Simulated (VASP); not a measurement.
Wanted: the native input for a VASP 6.6.1 run.

- Task: density of states
- Functional: PBE
- Potentials or basis: VASP PAW PBE potentials, release 64 (Ga_d, P, N)
- Cutoff: 520 eV
- k mesh: 8 × 8 × 8
- Occupations: gaussian, width 0.03 eV
- Spin: no spin polarisation
- k mesh for the DOS: 12 × 12 × 12
- Occupations for the DOS: tetrahedron
- Further INCAR settings: ALGO = Fast; EDIFF = 1e-07

Ga2PN:

```
CELL_PARAMETERS angstrom
-2.52360 2.52360 4.95110
2.52360 -2.52360 4.95110
2.52360 2.52360 -4.95110
ATOMIC_POSITIONS crystal
Ga 0.56772 0.62500 0.44272
Ga 0.18228 0.12500 0.55728
Ga 0.87500 0.43228 0.05728
Ga 0.37500 0.81772 0.94272
P 0.00000 0.00000 0.00000
P 0.75000 0.25000 0.50000
N 0.50000 0.50000 0.00000
N 0.25000 0.75000 0.50000
```

The cell was built by a generator and needn't be a form met in nature.

These files were run (other wordings do the same):

POSCAR

```
Ga2PN                                   
1.0
   -2.5235950908      2.5235950908      4.9511046579
    2.5235950908     -2.5235950908      4.9511046579
    2.5235950908      2.5235950908     -4.9511046579
  Ga              P               N             
     4     2     2
Direct
     0.5677214635242099    0.6250000000000000    0.4427214635242099
     0.1822785364757900    0.1250000000000000    0.5572785364757901
     0.8750000000000000    0.4322785364757901    0.0572785364757900
     0.3750000000000000    0.8177214635242099    0.9427214635242099
     0.0000000000000000    0.0000000000000000    0.0000000000000000
     0.7500000000000000    0.2500000000000000    0.5000000000000000
     0.5000000000000000    0.5000000000000000    0.0000000000000000
     0.2500000000000000    0.7500000000000000    0.5000000000000000
```

INCAR.step1

```
SYSTEM = Ga2PN
PREC = Accurate ; ENCUT = 520
EDIFF = 1E-7 ; ISMEAR = 0
SIGMA = 0.03 ; LREAL = .FALSE.
LASPH = .TRUE. ; NELM = 100
ALGO = Fast ; ISIF = 2
LWAVE = .FALSE. ; LCHARG = .TRUE.
GGA = PE ; KPAR = 4
```

KPOINTS.step1

```
regular mesh
0
G
  8 8 8
  0 0 0
```

INCAR.step2

```
SYSTEM = Ga2PN
PREC = Accurate ; ENCUT = 520
EDIFF = 1E-7 ; ISMEAR = -5
SIGMA = 0.03 ; LREAL = .FALSE.
LASPH = .TRUE. ; NELM = 100
ALGO = Fast ; ISIF = 2
LWAVE = .FALSE. ; LCHARG = .FALSE.
GGA = PE ; LORBIT = 11
KPAR = 4 ; NEDOS = 2001
ICHARG = 11
```

KPOINTS.step2

```
regular mesh
0
G
  12 12 12
  0 0 0
```

Potentials or basis: VASP PAW PBE potentials, release 64 (Ga_d, P, N).

Command:

```bash
$ cat potpaw_PBE.64/Ga_d/POTCAR potpaw_PBE.64/P/POTCAR potpaw_PBE.64/N/POTCAR > POTCAR
$ cp INCAR.step1 INCAR
$ cp KPOINTS.step1 KPOINTS
$ mpirun -np 4 vasp_std > vasp.out
$ cp INCAR.step2 INCAR
$ cp KPOINTS.step2 KPOINTS
$ mpirun -np 4 vasp_std > vasp.out
```

It gave:

- Valence electrons inside the program's atomic spheres: Ga 11.71; P 2.57; N 3.65

It took 9.5 min on 4 MPI ranks on AMD EPYC 9R14 (Zen 4), on a shared host, peak memory 0.79 GiB a rank.
